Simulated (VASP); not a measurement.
# LiH: a GW gap and what it depends on, part 2 of 2

Aim: test the GW correction to the gap of LiH. The starting structure is a measured crystal structure from the Crystallography Open Database. Cell and atoms stay as given.

VASP 6.6.1.

Results so far: G0W0 (response cutoff 100 eV, 5×5×5 mesh) 5.67 eV; G0W0 (response cutoff 160 eV, 5×5×5 mesh) 5.77 eV; G0W0 (response cutoff 240 eV, 5×5×5 mesh) 5.82 eV.

The database entry behind the starting cell differs from later determinations by our own check (the deuteride, about 0.2 % short), so it need not match the best structure at ambient conditions.

## 5. GW0 with iterated eigenvalues (response cutoff 160 eV, 5×5×5 mesh)

Level of this step: evGW0 on LDA; plane waves and PAW (Li_GW, H_GW) (VASP).

It reads the orbitals and their derivatives (WAVECAR and WAVEDER) of a run with the empty bands, which follows a ground-state run; neither is shown.

The input, INCAR:

```
SYSTEM = LiH
PREC = Accurate
ENCUT = 320
ISMEAR = 0
SIGMA = 0.01
LREAL = .FALSE.
GGA = CA
NBANDS = 80
ALGO = EVGW0
NELMGW = 4
ENCUTGW = 160
NOMEGA = 40
PRECFOCK = Fast
NBANDSGW = 12
LWAVE = .FALSE.
LCHARG = .FALSE.
```

The input, POSCAR:

```
LiH
1.0
    0.0000000000      2.0367500000      2.0367500000
    2.0367500000      0.0000000000      2.0367500000
    2.0367500000      2.0367500000      0.0000000000
Li H
1 1
Direct
    0.0000000000      0.0000000000      0.0000000000
    0.5000000000      0.5000000000      0.5000000000
```

The input, KPOINTS:

```
Automatic mesh
0
Gamma
5 5 5
0 0 0
```

The projector-augmented-wave data sets are Li_GW and H_GW (LDA family, release 64).

Command:

```bash
mpirun -np 4 vasp_std
```

Log:

```text
[banner, memory and clock lines left out]
running    4 mpi-ranks, on    1 nodes
[...]
[... a notice as in an earlier step ...]

 LDA part: xc-table for (Slater(with rela. corr.)+CA(PZ))
 , standard interpolation
 found WAVECAR, reading the header
 POSCAR, INCAR and KPOINTS ok, starting setup
[...]
reading WAVECAR
 the WAVECAR file was read successfully
 initial charge from wavefunction
 available memory per node:    128.34 GB, setting MAXMEM to    131425

 The Fermi energy was updated, please check that it is located mid-gap
 values below the HOMO (VB) or above the LUMO (CB) will cause erroneous energies
 E-fermi :   0.6552

 calculate exact exchange contribution
 the WAVEDER file was read successfully
energies w=
    0.000    0.000    0.674    0.000    1.343    0.000    2.005    0.000
    2.657    0.000    3.295    0.000    3.920    0.000    4.531    0.000
    5.128    0.000    5.713    0.000    6.288    0.000    6.855    0.000
[...]
total number of BLAS operations         30.64 Gflops
NQ=   6   -0.4000    0.2000    0.0000,
|.........|.........|.........|.........|.........|.........|.........|.........
 performed        939000 updates of chi_q(r,r)
 total number of BLAS operations         42.45 Gflops
NQ=   7   -0.2000    0.2000    0.0000,
|.........|.........|.........|.........|.........|.........|.........|.........
 performed       1121000 updates of chi_q(r,r)
 total number of BLAS operations         50.69 Gflops
NQ=   8    0.4000    0.4000    0.0000,
|.........|.........|.........|.........|.........|.........|.........|.........
 performed       1246000 updates of chi_q(r,r)
 total number of BLAS operations         57.11 Gflops
NQ=   9   -0.4000    0.4000    0.0000,
|.........|.........|.........|.........|.........|.........|.........|.........
 performed       1428000 updates of chi_q(r,r)
 total number of BLAS operations         65.78 Gflops
NQ=  10   -0.4000    0.4000    0.2000,
|.........|.........|.........|.........|.........|.........|.........|.........
 performed       1668000 updates of chi_q(r,r)
 total number of BLAS operations         79.36 Gflops
 resolving degeneracies of screened two electron integrals

 calculate QP shifts <psi_nk| G(iteration)W_0 |psi_nk>: iteration 4
 entering main loop
```

The job ended after 26 s (4 MPI ranks of Intel Xeon Platinum 8259CL at 2.50GHz (Skylake/Cascade Lake), shared host; peak memory 0.49 GiB; 1.7 min of CPU time).

From OUTCAR (step 5):

```text
 QP shifts <psi_nk| G(iteration)W_0 |psi_nk>: iteration 2
 k-point   1 :       0.0000    0.0000    0.0000
  band No. old QP-enery  QP-energies   sigma(KS)   T+V_ion+V_H  V^pw_x(r,r')   Z            occupation Imag(sigma)
      1      -7.5950      -8.0073     -11.1137       2.8954     -14.8369       0.6615       2.0000       0.2861
      2      15.0523      15.1738     -10.3280      25.5575      -4.0016       0.6855       0.0000      -0.9646
      3      17.1797      17.4445      -6.6423      24.1866      -1.3487       0.7264       0.0000      -0.6254
      4      17.1797      17.4445      -6.6423      24.1866      -1.3487       0.7264       0.0000      -0.6254
      5      17.1797      17.4445      -6.6423      24.1866      -1.3487       0.7264       0.0000      -0.6254
    ...

 QP shifts <psi_nk| G(iteration)W_0 |psi_nk>: iteration 3
 k-point   1 :       0.0000    0.0000    0.0000
  band No. old QP-enery  QP-energies   sigma(KS)   T+V_ion+V_H  V^pw_x(r,r')   Z            occupation Imag(sigma)
      1      -8.0073      -8.1090     -11.0577       2.8954     -14.8369       0.6565       2.0000       0.3030
      2      15.1738      15.2100     -10.3303      25.5575      -4.0016       0.6794       0.0000      -0.9466
      3      17.4445      17.5075      -6.6554      24.1866      -1.3487       0.7267       0.0000      -0.6343
      4      17.4445      17.5075      -6.6554      24.1866      -1.3487       0.7267       0.0000      -0.6343
      5      17.4445      17.5075      -6.6554      24.1866      -1.3487       0.7267       0.0000      -0.6343
    ...

 QP shifts <psi_nk| G(iteration)W_0 |psi_nk>: iteration 4
 k-point   1 :       0.0000    0.0000    0.0000
  band No. old QP-enery  QP-energies   sigma(KS)   T+V_ion+V_H  V^pw_x(r,r')   Z            occupation Imag(sigma)
      1      -8.1090      -8.1338     -11.0419       2.8954     -14.8369       0.6607       2.0000       0.3089
      2      15.2100      15.2201     -10.3326      25.5575      -4.0016       0.6790       0.0000      -0.9444
      3      17.5075      17.5219      -6.6593      24.1866      -1.3487       0.7262       0.0000      -0.6363
      4      17.5075      17.5219      -6.6593      24.1866      -1.3487       0.7262       0.0000      -0.6363
      5      17.5075      17.5219      -6.6593      24.1866      -1.3487       0.7262       0.0000      -0.6363
    ...

[... 3 parts as in an earlier step ...]

[... 1 further part left out ...]
[key lines of the parts left out:]
E-fermi :   0.6552
```

GW0 with iterated eigenvalues (response cutoff 160 eV, 5×5×5 mesh): the quasiparticle gap on this mesh is 6.223 eV, +2.599 eV from the LDA gap on the same points, with 80 bands.

## 6. G0W0 (response cutoff 100 eV, 6×6×6 mesh)

It reads the orbitals and their derivatives (WAVECAR and WAVEDER) of a run with the empty bands, which follows a ground-state run; neither is shown.

Edit INCAR of step 5 so:

```diff
@@ -7,6 +7,6 @@
 GGA = CA
-NBANDS = 80
+NBANDS = 40
 ALGO = EVGW0
-NELMGW = 4
-ENCUTGW = 160
+NELMGW = 1
+ENCUTGW = 100
 NOMEGA = 40
```

POSCAR is that of step 5.

The input, KPOINTS:

```
Automatic mesh
0
Gamma
6 6 6
0 0 0
```

Command:

```bash
mpirun -np 4 vasp_std
```

Log:

```text
[banner, memory and clock lines left out]
running    4 mpi-ranks, on    1 nodes
[...]
[... a notice as in an earlier step ...]

 LDA part: xc-table for (Slater(with rela. corr.)+CA(PZ))
 , standard interpolation
 found WAVECAR, reading the header
 POSCAR, INCAR and KPOINTS ok, starting setup
[...]
reading WAVECAR
 the WAVECAR file was read successfully
 initial charge from wavefunction
 available memory per node:    127.55 GB, setting MAXMEM to    130608

 The Fermi energy was updated, please check that it is located mid-gap
 values below the HOMO (VB) or above the LUMO (CB) will cause erroneous energies
 E-fermi :   0.4464

 calculate exact exchange contribution
 the WAVEDER file was read successfully
energies w=
    0.000    0.000    0.659    0.000    1.315    0.000    1.963    0.000
    2.600    0.000    3.226    0.000    3.837    0.000    4.436    0.000
    5.021    0.000    5.594    0.000    6.157    0.000    6.712    0.000
[...]
total number of BLAS operations         19.11 Gflops
NQ=  12   -0.3333    0.3333    0.0000,
|.........|.........|.........|.........|.........|.........|.........|.........
 performed       1646000 updates of chi_q(r,r)
 total number of BLAS operations         20.51 Gflops
NQ=  13    0.5000    0.5000    0.0000,
|.........|.........|.........|.........|.........|.........|.........|.........
 performed       1707000 updates of chi_q(r,r)
 total number of BLAS operations         21.29 Gflops
NQ=  14    0.5000    0.3333    0.1667,
|.........|.........|.........|.........|.........|.........|.........|.........
 performed       1910000 updates of chi_q(r,r)
 total number of BLAS operations         23.63 Gflops
NQ=  15   -0.3333    0.3333    0.1667,
|.........|.........|.........|.........|.........|.........|.........|.........
 performed       2088000 updates of chi_q(r,r)
 total number of BLAS operations         25.69 Gflops
NQ=  16   -0.3333    0.5000    0.1667,
|.........|.........|.........|.........|.........|.........|.........|.........
 performed       2239000 updates of chi_q(r,r)
 total number of BLAS operations         27.44 Gflops
 resolving degeneracies of screened two electron integrals

 calculate QP shifts <psi_nk| G(iteration)W_0 |psi_nk>: iteration 1
 entering main loop
```

Run time: 11 s. Hardware: 4 MPI ranks; peak memory 0.47 GiB; 43 s of CPU time.

Parts of OUTCAR (step 6):

```text
 QP shifts <psi_nk| G(iteration)W_0 |psi_nk>: iteration 1
 for sc-GW calculations column KS-energies equals QP-energies in previous step
 and V_xc(KS)=  KS-energies - (<T + V_ion + V_H > + <T+V_H+V_ion>^1  + <V_x>^1)
 k-point   1 :       0.0000    0.0000    0.0000
  band No.  KS-energies  QP-energies   sigma(KS)   V_xc(KS)     V^pw_x(r,r')   Z            occupation Imag(sigma)
      1      -6.2855      -7.5663     -11.1023      -9.1817     -14.8354       0.6669       2.0000       0.3013
      2      14.6921      15.2148     -10.1014     -10.8681      -4.0036       0.6819       0.0000      -1.0381
      3      16.0612      17.2179      -6.5509      -8.1250      -1.3489       0.7348       0.0000      -0.5956
      4      16.0612      17.2179      -6.5509      -8.1250      -1.3489       0.7348       0.0000      -0.5956
      5      16.0612      17.2179      -6.5509      -8.1250      -1.3489       0.7348       0.0000      -0.5956
    ...

[... 1 part as in an earlier step ...]

[... 2 further parts left out ...]
[key lines of the parts left out:]
E-fermi :   0.4464
```

G0W0 (response cutoff 100 eV, 6×6×6 mesh): the quasiparticle gap on this mesh is 4.645 eV, +2.023 eV from the LDA gap on the same points, with 40 bands.

## 7. G0W0 (response cutoff 100 eV, 5×5×5 mesh, 7 empty bands)

It reads the orbitals and their derivatives (WAVECAR and WAVEDER) of a run with the empty bands, which follows a ground-state run; neither is shown.

Edit INCAR of step 6 so:

```diff
@@ -7,3 +7,3 @@
 GGA = CA
-NBANDS = 40
+NBANDS = 8
 ALGO = EVGW0
@@ -13,3 +13,3 @@
 PRECFOCK = Fast
-NBANDSGW = 12
+NBANDSGW = 8
 LWAVE = .FALSE.
```

POSCAR is that of step 6.

The input, KPOINTS:

```
Automatic mesh
0
Gamma
5 5 5
0 0 0
```

Command:

```bash
mpirun -np 4 vasp_std
```

Log:

```text
[banner, memory and clock lines left out]
running    4 mpi-ranks, on    1 nodes
[...]
[... a notice as in an earlier step ...]

 LDA part: xc-table for (Slater(with rela. corr.)+CA(PZ))
 , standard interpolation
 found WAVECAR, reading the header
 POSCAR, INCAR and KPOINTS ok, starting setup
[...]
reading WAVECAR
 the WAVECAR file was read successfully
 initial charge from wavefunction
 available memory per node:    127.73 GB, setting MAXMEM to    130798

 The Fermi energy was updated, please check that it is located mid-gap
 values below the HOMO (VB) or above the LUMO (CB) will cause erroneous energies
 E-fermi :   0.6552

 calculate exact exchange contribution
 the WAVEDER file was read successfully
energies w=
    0.000    0.000    0.672    0.000    1.339    0.000    1.999    0.000
    2.649    0.000    3.286    0.000    3.909    0.000    4.518    0.000
    5.115    0.000    5.698    0.000    6.272    0.000    6.838    0.000
[...]
total number of BLAS operations          0.63 Gflops
NQ=   6   -0.4000    0.2000    0.0000,
|.........|.........|.........|.........|.........|.........|.........|.........
 performed         63000 updates of chi_q(r,r)
 total number of BLAS operations          0.82 Gflops
NQ=   7   -0.2000    0.2000    0.0000,
|.........|.........|.........|.........|.........|.........|.........|.........
 performed         75000 updates of chi_q(r,r)
 total number of BLAS operations          0.97 Gflops
NQ=   8    0.4000    0.4000    0.0000,
|.........|.........|.........|.........|.........|.........|.........|.........
 performed         83000 updates of chi_q(r,r)
 total number of BLAS operations          1.08 Gflops
NQ=   9   -0.4000    0.4000    0.0000,
|.........|.........|.........|.........|.........|.........|.........|.........
 performed         95000 updates of chi_q(r,r)
 total number of BLAS operations          1.22 Gflops
NQ=  10   -0.4000    0.4000    0.2000,
|.........|.........|.........|.........|.........|.........|.........|.........
 performed        111000 updates of chi_q(r,r)
 total number of BLAS operations          1.42 Gflops
 resolving degeneracies of screened two electron integrals

 calculate QP shifts <psi_nk| G(iteration)W_0 |psi_nk>: iteration 1
 entering main loop
```

Run time: 3 s. Hardware: 4 MPI ranks; peak memory 0.41 GiB.

OUTCAR, selected parts (step 7):

```text
 QP shifts <psi_nk| G(iteration)W_0 |psi_nk>: iteration 1
 for sc-GW calculations column KS-energies equals QP-energies in previous step
 and V_xc(KS)=  KS-energies - (<T + V_ion + V_H > + <T+V_H+V_ion>^1  + <V_x>^1)
 k-point   1 :       0.0000    0.0000    0.0000
  band No.  KS-energies  QP-energies   sigma(KS)   V_xc(KS)     V^pw_x(r,r')   Z            occupation Imag(sigma)
      1      -6.2865      -7.2432     -10.6490      -9.1819     -14.8369       0.6521       2.0000       0.3123
      2      14.6903      15.9553      -9.0951     -10.8672      -4.0016       0.7138       0.0000      -1.0735
      3      16.0611      17.9049      -5.6418      -8.1254      -1.3487       0.7424       0.0000      -0.5884
      4      16.0611      17.9049      -5.6418      -8.1254      -1.3487       0.7424       0.0000      -0.5884
      5      16.0611      17.9049      -5.6418      -8.1254      -1.3487       0.7424       0.0000      -0.5884
    ...

[... 1 part as in an earlier step ...]

[... 2 further parts left out ...]
[key lines of the parts left out:]
E-fermi :   0.6552
```

G0W0 (response cutoff 100 eV, 5×5×5 mesh, 7 empty bands): the quasiparticle gap on this mesh is 5.582 eV, +1.958 eV from the LDA gap on the same points, with 8 bands.

## 8. Comparison

```tsv
run	LDA gap on the mesh (eV)	GW gap (eV)	correction (eV)	bands
G0W0 (response cutoff 100 eV, 5×5×5 mesh)	3.624	5.665	2.041	40
G0W0 (response cutoff 160 eV, 5×5×5 mesh)	3.624	5.77	2.146	80
G0W0 (response cutoff 240 eV, 5×5×5 mesh)	3.624	5.816	2.192	144
GW0 with iterated eigenvalues (response cutoff 160 eV, 5×5×5 mesh)	3.624	6.223	2.599	80
G0W0 (response cutoff 100 eV, 6×6×6 mesh)	2.622	4.645	2.023	40
G0W0 (response cutoff 100 eV, 5×5×5 mesh, 7 empty bands)	3.624	5.582	1.958	8
```

## 9. Outcome

```json
{
 "gap, G0W0 (response cutoff 100 eV, 5×5×5 mesh)": "5.665 eV",
 "gap, G0W0 (response cutoff 160 eV, 5×5×5 mesh)": "5.770 eV",
 "gap, G0W0 (response cutoff 240 eV, 5×5×5 mesh)": "5.816 eV",
 "gap, GW0 with iterated eigenvalues (response cutoff 160 eV, 5×5×5 mesh)": "6.223 eV",
 "gap, G0W0 (response cutoff 100 eV, 6×6×6 mesh)": "4.645 eV",
 "gap, G0W0 (response cutoff 100 eV, 5×5×5 mesh, 7 empty bands)": "5.582 eV"
}
```

In words: The correction to the LDA gap of LiH is +2.041 eV at a response cutoff of 100 eV, +2.146 eV at a response cutoff of 160 eV, +2.192 eV at a response cutoff of 240 eV. The number of bands rises with the cutoff. On a 6×6×6 mesh in place of 5×5×5 the correction is +2.023 eV against +2.041 eV. Iterating the eigenvalues in G raises the gap by +0.453 eV. With 7 empty bands alone, a slip made on purpose, the correction is +1.958 eV against +2.041 eV. Errors of the two band edges can cancel in a gap, so a value close to the better runs would prove nothing. From a response cutoff of 160 to 240 eV the correction still moves by +0.046 eV, so cutoff and bands aren't shown to be converged. The LDA gap along the bands, from another run on this structure, is 2.649 eV. On the 5×5×5 mesh it is 3.624 eV, so this mesh misses the band edges. On the 6×6×6 mesh it is 2.622 eV, lower, since the two runs differ in mesh, cutoff and data sets. Further runs on this material are not shown.

[Lines on the potential files, build, host, timing and source positions are cut from VASP's logs without a mark.]

[Logs are printed without paths, hosts, clocks, repeated set-up lines and the standing remarks that a program may print on its own settings, such as how far it seeks lower states.]

[Hosts, paths, dates, database ids (printed as entryN), source tags and the programs' standing remarks are cut or masked in the printed files.]
